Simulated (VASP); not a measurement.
```
CELL_PARAMETERS angstrom
      0.00000     3.00372     3.00372
      3.00372     0.00000     3.00372
      3.00372     3.00372     0.00000
ATOMIC_POSITIONS crystal
  K  0.00000 0.00000 0.00000
  Br 0.50000 0.50000 0.50000
```

Method: PBE GGA, VASP's PBE PAW potentials (set 64) (plane waves; VASP). Settings: 500 eV cut-off, 8×8×8 Γ-centred mesh, Gaussian smearing of 0.050 eV, potentials K_sv Br.

Q: Estimate the energy per atom (σ→0), pressure, band gap (on the k-mesh) with the smallest direct gap where there is one.

A: 
```json
{
 "band gap (on the k-mesh)": "5.34 eV",
 "smallest direct gap (on the k-mesh)": "5.34 eV",
 "energy per atom (σ→0)": "-2.869 eV/atom",
 "pressure": "10.01 GPa"
}
```

Total energies compare only between runs with the same potentials, cut-off and functional.

The compound is KBr in the rock salt structure. It was relaxed first under an external pressure of 10 GPa.
